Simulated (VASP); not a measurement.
Here is the system:

```
Co3As
1.0
    0.00000     2.91387     2.91387
    2.91387     0.00000     2.91387
    2.91387     2.91387     0.00000
As Co
1 3
Cartesian
  0.00000   0.00000   0.00000
  2.91387   2.91387   2.91387
  1.45694   1.45694   1.45694
  4.37081   4.37081   4.37081
```
Starting moments (μB, in the order of the record's atoms As Co Co Co): 0.0 3.0 3.0 3.0.

All values below come from PBE GGA, VASP's PBE PAW potentials (set 64) (plane waves; VASP). Run with 400 eV cut-off, 11×11×11 Γ-centred mesh, Gaussian smearing of 0.050 eV, potentials As Co.

Q: Give the stress tensor in GPa (positive for a compressed cell).

A: 
```
-7.88   0.00   0.00
 0.00  -7.88   0.00
 0.00   0.00  -7.88
```
The pressure is its mean diagonal, -7.88 GPa.

The structure was generated: Co3As was put into the D03 type (Fm-3m), which need not be its known phase. The cell was not relaxed at this level. The run is one of a series of settings (KPOINTS 11×11×11 Γ-centred mesh against the base run), some of them coarse on purpose.
